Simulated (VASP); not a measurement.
Here is a VASP 6.6.1 calculation.

POSCAR

```
Hf7BO16
1.0
    0.0000000000      5.1150000000      5.1150000000
    5.1150000000      0.0000000000      5.1150000000
    5.1150000000      5.1150000000      0.0000000000
B Hf O
1 7 16
Direct
    0.0000000000      0.0000000000      0.0000000000
    0.0000000000      0.0000000000      0.5000000000
    0.0000000000      0.5000000000      0.0000000000
    0.0000000000      0.5000000000      0.5000000000
    0.5000000000      0.0000000000      0.0000000000
    0.5000000000      0.0000000000      0.5000000000
    0.5000000000      0.5000000000      0.0000000000
    0.5000000000      0.5000000000      0.5000000000
    0.1234652343      0.1234652343      0.1234652343
    0.1234652343      0.1234652343      0.6296042971
    0.1234652343      0.6296042971      0.1234652343
    0.1255024825      0.6248325058      0.6248325058
    0.6296042971      0.1234652343      0.1234652343
    0.6248325058      0.1255024825      0.6248325058
    0.6248325058      0.6248325058      0.1255024825
    0.6248325058      0.6248325058      0.6248325058
    0.3751674942      0.3751674942      0.3751674942
    0.3751674942      0.3751674942      0.8744975175
    0.3751674942      0.8744975175      0.3751674942
    0.3703957029      0.8765347657      0.8765347657
    0.8744975175      0.3751674942      0.3751674942
    0.8765347657      0.3703957029      0.8765347657
    0.8765347657      0.8765347657      0.3703957029
    0.8765347657      0.8765347657      0.8765347657
```

INCAR.step1

```
SYSTEM = Hf7BO16
  PREC = Accurate
  ENCUT = 520
  ISMEAR = -1
  SIGMA = 0.01
  LREAL = Auto
  LASPH = .True.
  NELM = 100
  NELECT = 170.0
  NBANDS = 102
  GGA = PE
  ALGO = Normal
  EDIFF = 1E-4
  LWAVE = .True.
  LCHARG = .False.
```

File INCAR.step2:

```
SYSTEM = Hf7BO16
  PREC = Accurate
  ENCUT = 520
  EDIFF = 1E-8
  ISMEAR = -1
  SIGMA = 0.01
  LREAL = Auto
  LASPH = .True.
  NELM = 100
  ALGO = Normal
  ISIF = 2
  LWAVE = .False.
  LCHARG = .False.
  METAGGA = R2SCAN
  LMIXTAU = .True.
  LEFG = .True.
  NELECT = 170.0
  NBANDS = 102
  ISTART = 1
```

File KPOINTS:

```
Automatic mesh
0
Gamma
  3 3 3
  0 0 0
```

Potentials or basis: VASP PAW PBE potentials, release 64 (B, Hf_pv, O).

Launch:

```sh
$ cat potpaw_PBE.64/B/POTCAR potpaw_PBE.64/Hf_pv/POTCAR potpaw_PBE.64/O/POTCAR > POTCAR
$ cp INCAR.step1 INCAR
$ mpirun -np 1 vasp_std > vasp.out
$ cp INCAR.step2 INCAR
$ mpirun -np 1 vasp_std > vasp.out
```

(1) Predict the largest force.

(2) What does it give for the band gap on the k mesh?

Results:

(1) 0.226 eV/Å.

(2) 0.93 eV, direct.

Caveat: the cell carries a net charge on a neutralising background, which shifts energy and pressure; the cell is charged against a uniform background, so pressure and absolute levels hang on convention; the PAW data sets were made with another functional, which shifts forces and pressure a little; spin-orbit coupling is left out, which moves the levels of the heavy elements.
